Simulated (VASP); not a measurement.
# What goes wrong when CrO2 is relaxed with a bad input, part 2 of 3

Aim: see how common mistakes in a VASP relaxation show up, on CrO2. The starting structure is a measured crystal structure from the Crystallography Open Database. The first relaxation on each setting starts from this cell expanded by 3 % in volume.

VASP 6.6.1.

Results so far: reference 9.29 Å³ an atom.

## (4) Relaxation with low precision and a small cutoff

Level of this step: PBEsol, spin-polarised from an antiferromagnetic start; plane waves and PAW (Cr_pv, O) (VASP).

A slip made on purpose: low precision and a small cutoff. Against step 2 the input has PREC = Low and ENCUT = 320 (also changed: NELM).

INCAR

```
SYSTEM = CrO2
PREC = Low
ENCUT = 320
EDIFF = 1E-06
NELM = 60
ISMEAR = 0
SIGMA = 0.05
LREAL = .FALSE.
ALGO = Normal
GGA = PS
NBANDS = 33
ISPIN = 2
MAGMOM = 3 -3 0 0 0 0
LASPH = .TRUE.
LMAXMIX = 4
LORBIT = 11
LWAVE = .FALSE.
LCHARG = .FALSE.
KPAR = 8
IBRION = 2
NSW = 50
ISIF = 3
EDIFFG = -0.006
```

POSCAR

```
CrO2
1.0
    4.4647751241      0.0000000000      0.0000000000
    0.0000000000      4.4647751241      0.0000000000
    0.0000000000      0.0000000000      2.9458830665
Cr O
2 4
Direct
    0.5000000000      0.5000000000      0.5000000000
    0.0000000000      0.0000000000      0.0000000000
    0.8010000000      0.1990000000      0.5000000000
    0.6990000000      0.6990000000      0.0000000000
    0.1990000000      0.8010000000      0.5000000000
    0.3010000000      0.3010000000      0.0000000000
```

KPOINTS

```
Automatic mesh
0
Gamma
6 6 10
0 0 0
```

PAW data sets: Cr_pv and O (PBE family, release 64).

On the command line:

```bash
$ mpirun -np 8 vasp_std
```

Log:

```text
[... set-up lines as in an earlier step ...]
 entering main loop
       N       E                     dE             d eps       ncg     rms          rms(c)
DAV:   1     0.447493569235E+03    0.44749E+03   -0.20004E+04  8145   0.115E+03
DAV:   2    -0.310962263351E+02   -0.47859E+03   -0.43894E+03  9027   0.399E+02
DAV:   3    -0.665421717752E+02   -0.35446E+02   -0.34940E+02  8195   0.123E+02
DAV:   4    -0.671551590672E+02   -0.61299E+00   -0.61024E+00  9927   0.160E+01
[...]
DAV:  17    -0.529689754033E+02   -0.11793E-05   -0.26791E-06  7055   0.172E-02    0.169E-02
DAV:  18    -0.529689736178E+02    0.17855E-05   -0.24695E-06  7726   0.229E-02    0.417E-03
DAV:  19    -0.529689736228E+02   -0.50095E-08   -0.74832E-07  4251   0.800E-03
   1 F= -.52968974E+02 E0= -.52966914E+02  d E =-.529690E+02  mag=    -0.0000
[... from here on, the cycles between the ionic steps are left out ...]
   2 F= -.43901849E+02 E0= -.43899720E+02  d E =0.906712E+01  mag=     0.0000
   3 F= -.53634794E+02 E0= -.53631718E+02  d E =-.665820E+00  mag=    -0.0000
   4 F= -.53701937E+02 E0= -.53698921E+02  d E =-.732964E+00  mag=     0.0000
   5 F= -.53706841E+02 E0= -.53703834E+02  d E =-.737867E+00  mag=    -0.0000
   6 F= -.53936535E+02 E0= -.53933995E+02  d E =-.229694E+00  mag=     0.0000
   7 F= -.53952863E+02 E0= -.53949812E+02  d E =-.246022E+00  mag=     0.0000
   8 F= -.53832749E+02 E0= -.53828533E+02  d E =0.120113E+00  mag=     0.0000
   9 F= -.53991760E+02 E0= -.53988040E+02  d E =-.388972E-01  mag=     0.0000
  10 F= -.53991784E+02 E0= -.53988077E+02  d E =-.389211E-01  mag=     0.0000
  11 F= -.53991994E+02 E0= -.53988228E+02  d E =-.209955E-03  mag=    -0.0000
  12 F= -.53992012E+02 E0= -.53988259E+02  d E =-.228702E-03  mag=    -0.0000
  13 F= -.53992035E+02 E0= -.53988268E+02  d E =-.227738E-04  mag=    -0.0000
  14 F= -.53992034E+02 E0= -.53988269E+02  d E =-.219886E-04  mag=     0.0000
  15 F= -.53992037E+02 E0= -.53988252E+02  d E =-.287836E-05  mag=     0.0000
  16 F= -.53992044E+02 E0= -.53988269E+02  d E =-.100702E-04  mag=    -0.0000
[...]
reached required accuracy - stopping structural energy minimisation
```

Run time: 2.1 min. Hardware: 8 MPI ranks of AMD EPYC 7R43, shared host; peak memory 1.3 GiB.

Parts of OUTCAR (step 4):

```text
  Total        0.0055068      0.0055068      0.0206745      0.0000000      0.0000000      0.0000000
  in kB        0.1757461      0.1757461      0.6598096      0.0000000      0.0000000      0.0000000
  external PRESSURE =       0.3371006 kB  Pullay stress =       0.0000000 kB

 POSITION                                       TOTAL-FORCE (eV/Angst)
 -----------------------------------------------------------------------------------
      2.17740      2.17740      1.32361        -0.000000      0.000000      0.000000
      0.00000      0.00000      0.00000        -0.000000      0.000000      0.000000
      3.44916      0.90565      1.32361        -0.001994      0.001994      0.000000
      3.08305      3.08305      0.00000         0.001994      0.001994      0.000000
      0.90565      3.44916      1.32361         0.001994     -0.001994     -0.000000
      1.27176      1.27176      0.00000        -0.001994     -0.001994     -0.000000
 -----------------------------------------------------------------------------------
    total drift:                                0.000000      0.000000      0.000000

  FREE ENERGIE OF THE ION-ELECTRON SYSTEM (eV)
  ---------------------------------------------------
  free  energy   TOTEN  =       -53.9920444979 eV

  energy  without entropy=      -53.9844933757  energy(sigma->0) =      -53.98826894

 magnetization (x)
# of ion       s       p       d       tot
------------------------------------------
    1       -0.000   0.000  -0.002  -0.002
    2        0.000  -0.000   0.002   0.002
    3       -0.000   0.000   0.000   0.000
    4        0.000  -0.000   0.000  -0.000
    5       -0.000   0.000   0.000   0.000
    6        0.000  -0.000   0.000  -0.000
--------------------------------------------------
tot          0.000   0.000   0.000   0.000

[... 2 parts as in an earlier step ...]

[... 2 further parts left out ...]
[key lines of the parts left out:]
E-fermi :   7.4800
```

Logs of long relaxations may skip ionic steps without a mark.

With low precision and a small cutoff the cell ends at 8.367 Å³ an atom, -9.92 % from the reference, with the moments of the reference lost, a by -1.4 % and c by -7.4 %.

## (5) Relaxation with the cell held fixed (ISIF = 2)

A slip made on purpose: the cell held fixed (ISIF = 2). Against step 2 the input has ISIF = 2 (also changed: NELM).

Edit INCAR of step 4 so:

```diff
@@ -1,4 +1,4 @@
 SYSTEM = CrO2
-PREC = Low
-ENCUT = 320
+PREC = Accurate
+ENCUT = 520
 EDIFF = 1E-06
@@ -21,3 +21,3 @@
 NSW = 50
-ISIF = 3
+ISIF = 2
 EDIFFG = -0.006
```

POSCAR is that of step 4.

KPOINTS is that of step 4.

On the command line:

```bash
$ mpirun -np 8 vasp_std
```

Log:

```text
[... set-up lines as in an earlier step ...]
 entering main loop
       N       E                     dE             d eps       ncg     rms          rms(c)
[... 19 cycles as in an earlier step ...]
   1 F= -.52582573E+02 E0= -.52580534E+02  d E =-.525826E+02  mag=    -0.0000
[...]
N       E                     dE             d eps       ncg     rms          rms(c)
DAV:   1    -0.525951508358E+02   -0.12578E-01   -0.14043E+01  8285   0.206E+01    0.108E+00
DAV:   2    -0.526222298345E+02   -0.27079E-01   -0.27643E-01  8268   0.331E+00    0.801E-01
DAV:   3    -0.526205694085E+02    0.16604E-02   -0.38832E-03 11280   0.673E-01    0.490E-01
DAV:   4    -0.526197425536E+02    0.82685E-03   -0.23912E-03  8959   0.609E-01    0.335E-01
DAV:   5    -0.526193664958E+02    0.37606E-03   -0.14549E-03  9353   0.408E-01    0.148E-01
DAV:   6    -0.526193748310E+02   -0.83352E-05   -0.24595E-04  9130   0.131E-01    0.805E-02
DAV:   7    -0.526193718452E+02    0.29858E-05   -0.22121E-05  9121   0.431E-02    0.254E-02
DAV:   8    -0.526193716206E+02    0.22468E-06   -0.15212E-06  6179   0.101E-02
   2 F= -.52619372E+02 E0= -.52617106E+02  d E =-.367988E-01  mag=    -0.0000
 trial-energy change:   -0.036799  1 .order   -0.036104   -0.053101   -0.019107
 step:   1.4759(harm=  1.5621)  dis= 0.02641  next Energy=   -52.623993 (dE=-0.414E-01)
[...]
N       E                     dE             d eps       ncg     rms          rms(c)
DAV:   1    -0.526186157282E+02    0.75612E-03   -0.31837E+00  8275   0.983E+00    0.504E-01
DAV:   2    -0.526246201618E+02   -0.60044E-02   -0.61679E-02  8295   0.157E+00    0.381E-01
DAV:   3    -0.526242781614E+02    0.34200E-03   -0.87574E-04 11202   0.330E-01    0.227E-01
DAV:   4    -0.526240930163E+02    0.18515E-03   -0.52264E-04  9171   0.282E-01    0.160E-01
DAV:   5    -0.526240096868E+02    0.83330E-04   -0.32151E-04  9158   0.190E-01    0.630E-02
DAV:   6    -0.526240138753E+02   -0.41885E-05   -0.52761E-05  8877   0.581E-02    0.367E-02
DAV:   7    -0.526240128312E+02    0.10441E-05   -0.43111E-06  8201   0.196E-02    0.126E-02
DAV:   8    -0.526240128561E+02   -0.24957E-07   -0.49570E-07  3971   0.598E-03
   3 F= -.52624013E+02 E0= -.52621448E+02  d E =-.414400E-01  mag=    -0.0000
[...]
reached required accuracy - stopping structural energy minimisation
```

Wall time 82 s (8 MPI ranks); peak memory 2.5 GiB; 11 min of CPU time.

From OUTCAR (step 5):

```text
  Total       -3.5616294     -3.5616294     -6.0947617      0.0000000      0.0000000      0.0000000
  in kB      -97.1727785    -97.1727785   -166.2848282      0.0000000      0.0000000      0.0000000
  external PRESSURE =    -120.2101284 kB  Pullay stress =       0.0000000 kB

 POSITION                                       TOTAL-FORCE (eV/Angst)
 -----------------------------------------------------------------------------------
      2.23239      2.23239      1.47294         0.000000     -0.000000      0.000000
      0.00000      0.00000      0.00000         0.000000     -0.000000      0.000000
      3.60270      0.86208      1.47294         0.002668     -0.002668      0.000000
      3.09447      3.09447      0.00000        -0.002668     -0.002668      0.000000
      0.86208      3.60270      1.47294        -0.002668      0.002668     -0.000000
      1.37031      1.37031      0.00000         0.002668      0.002668     -0.000000
 -----------------------------------------------------------------------------------
    total drift:                                0.000000      0.000000     -0.000000

  FREE ENERGIE OF THE ION-ELECTRON SYSTEM (eV)
  ---------------------------------------------------
  free  energy   TOTEN  =       -52.6240128561 eV

  energy  without entropy=      -52.6188822586  energy(sigma->0) =      -52.62144756

 magnetization (x)
# of ion       s       p       d       tot
------------------------------------------
    1        0.013   0.017   1.807   1.836
    2       -0.013  -0.017  -1.807  -1.836
    3        0.001   0.039   0.000   0.040
    4       -0.001  -0.039   0.000  -0.040
    5        0.001   0.039   0.000   0.040
    6       -0.001  -0.039   0.000  -0.040
--------------------------------------------------
tot          0.000   0.000   0.000   0.000

[... 2 parts as in an earlier step ...]

[... 2 further parts left out ...]
[key lines of the parts left out:]
E-fermi :   5.0583
```

With the cell held fixed (ISIF = 2) the cell ends at 9.787 Å³ an atom, +5.37 % from the reference.

## (6) Relaxation with a leftover external pressure of 100 kbar

A slip made on purpose: a leftover external pressure of 100 kbar. Against step 2 the input has PSTRESS = 100 (also changed: NELM).

Edit INCAR of step 5 so:

```diff
@@ -21,3 +21,4 @@
 NSW = 50
-ISIF = 2
+ISIF = 3
 EDIFFG = -0.006
+PSTRESS = 100
```

POSCAR is that of step 5.

KPOINTS is that of step 5.

On the command line:

```bash
$ mpirun -np 8 vasp_std
```

Log:

```text
[... set-up lines as in an earlier step ...]
 entering main loop
       N       E                     dE             d eps       ncg     rms          rms(c)
[... 19 cycles as in an earlier step ...]
   1 F= -.48917319E+02 E0= -.48915280E+02  d E =-.489173E+02  mag=    -0.0000
[... from here on, the cycles between the ionic steps are left out ...]
   2 F= -.48417519E+02 E0= -.48415745E+02  d E =0.499800E+00  mag=    -0.0000
   3 F= -.49342041E+02 E0= -.49339187E+02  d E =-.424723E+00  mag=     0.0000
   4 F= -.49342499E+02 E0= -.49339640E+02  d E =-.425180E+00  mag=     0.0000
   5 F= -.49342418E+02 E0= -.49339556E+02  d E =-.425099E+00  mag=    -0.0000
   6 F= -.49344509E+02 E0= -.49341860E+02  d E =-.209141E-02  mag=    -0.0000
   7 F= -.49344510E+02 E0= -.49341858E+02  d E =-.209164E-02  mag=     0.0000
   8 F= -.49344330E+02 E0= -.49341710E+02  d E =0.180078E-03  mag=     0.0000
   9 F= -.49344751E+02 E0= -.49342112E+02  d E =-.241256E-03  mag=    -0.0000
  10 F= -.49344751E+02 E0= -.49342114E+02  d E =-.241686E-03  mag=    -0.0000
  11 F= -.49344771E+02 E0= -.49342127E+02  d E =-.199716E-04  mag=    -0.0000
  12 F= -.49344746E+02 E0= -.49342084E+02  d E =0.578506E-05  mag=     0.0000
  13 F= -.49344775E+02 E0= -.49342122E+02  d E =-.237437E-04  mag=    -0.0000
[...]
reached required accuracy - stopping structural energy minimisation
```

Run time: 4 min. Hardware: 8 MPI ranks; peak memory 2.6 GiB.

From OUTCAR (step 6):

```text
  Total        3.3478062      3.3478062      3.3628986      0.0000000      0.0000000      0.0000000
  in kB       99.8934275     99.8934275    100.3437631      0.0000000      0.0000000      0.0000000
  external PRESSURE =       0.0435394 kB  Pullay stress =     100.0000000 kB

 POSITION                                       TOTAL-FORCE (eV/Angst)
 -----------------------------------------------------------------------------------
      2.17696      2.17696      1.41626        -0.000000      0.000000      0.000000
     -0.00000      4.35392      0.00000        -0.000000      0.000000      0.000000
      3.49726      0.85665      1.41626         0.001659     -0.001659      0.000000
      3.03361      3.03361      0.00000        -0.001659     -0.001659      0.000000
      0.85665      3.49726      1.41626        -0.001659      0.001659     -0.000000
      1.32030      1.32030      0.00000         0.001659      0.001659     -0.000000
 -----------------------------------------------------------------------------------
    total drift:                                0.000000      0.000000      0.000000

  FREE ENERGIE OF THE ION-ELECTRON SYSTEM (eV)
  ---------------------------------------------------
  free  energy   TOTEN  =       -52.6961529244 eV

  energy  without entropy=      -52.6908473827  energy(sigma->0) =      -52.69350015

 magnetization (x)
# of ion       s       p       d       tot
------------------------------------------
    1        0.010   0.014   1.656   1.681
    2       -0.010  -0.014  -1.656  -1.681
    3        0.000   0.021   0.000   0.021
    4       -0.000  -0.021   0.000  -0.021
    5        0.000   0.021   0.000   0.021
    6       -0.000  -0.021   0.000  -0.021
--------------------------------------------------
tot          0.000   0.000   0.000   0.000

[... 2 parts as in an earlier step ...]

[... 2 further parts left out ...]
[key lines of the parts left out:]
E-fermi :   6.3154
```

With a leftover external pressure of 100 kbar the cell ends at 8.949 Å³ an atom, -3.65 % from the reference.

(Continued in part 3 of 3.)

[Lines on the potential files, build, host, timing and source positions are cut from VASP's logs without a mark.]

[Logs are printed without paths, hosts, clocks, repeated set-up lines and the standing remarks that a program may print on its own settings, such as how far it seeks lower states.]

[Hosts, paths, dates, database ids (printed as entryN), source tags and the programs' standing remarks are cut or masked in the printed files.]
